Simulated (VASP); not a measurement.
Data:

```
CELL_PARAMETERS angstrom
      1.87458    -3.24687     0.00000
      1.87458     3.24687     0.00000
      0.00000     0.00000     5.02357
ATOMIC_POSITIONS crystal
  Pt 0.00000 0.00000 0.00000
  Se 0.33333 0.66667 0.25239
  Se 0.66667 0.33333 0.74761
```

These are AM05 GGA, VASP's PBE PAW potentials (set 64) (plane waves; VASP) values and carry that method's errors. Run with 520 eV cut-off, 11×11×7 Γ-centred mesh, tetrahedra with Blöchl corrections, potentials Pt Se.

The cores are frozen, which limits the accuracy of field gradients. Without a dispersion term in the relaxation, distances and binding between the weakly bound layers, chains or molecules are unreliable, and so is what depends on them.

Question: Give the principal components of the electric field gradient (V/Å²) and the asymmetry η at each nucleus.

Answer: 
| atom | Vxx | Vyy | Vzz | η |
|---|---|---|---|---|
| Pt1 | -69.4 | -69.4 | 138.8 | 0.00 |
| Se2 | 26.2 | 26.2 | -52.4 | 0.00 |
| Se3 | 26.2 | 26.2 | -52.4 | 0.00 |

The compound is PtSe2 in the 1T layered structure. It was relaxed first.
